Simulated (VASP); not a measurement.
Input:

```yaml
crystal:
  lattice:
    - [0.00000, 2.95152, 2.95152]
    - [2.95152, 0.00000, 2.95152]
    - [2.95152, 2.95152, 0.00000]
  atoms:
    - { symbol: In, position: [0.00000, 0.00000, 0.00000] }
    - { symbol: P, position: [0.22459, 0.27541, 0.22459] }
```

Method: r2SCAN meta-GGA, VASP's PBE PAW potentials (set 64) (plane waves; VASP). Run with 480 eV cut-off, 8×8×8 Γ-centred mesh, Gaussian smearing of 0.050 eV, potentials In_d P.

Question: Give the force on each atom (eV/Å).

Answer: 
```csv
atom,Fx,Fy,Fz
In1,0.000,-1.156,0.000
P2,0.000,1.156,0.000
```

Question: Give the stress tensor in GPa (positive for a compressed cell).

Answer: 
```
0.82  0.00  3.58
0.00  0.06  0.00
3.58  0.00  0.82
```
The pressure is its mean diagonal, 0.57 GPa.

The compound is InP in the zinc blende structure. This cell was strained or had an atom moved on purpose.
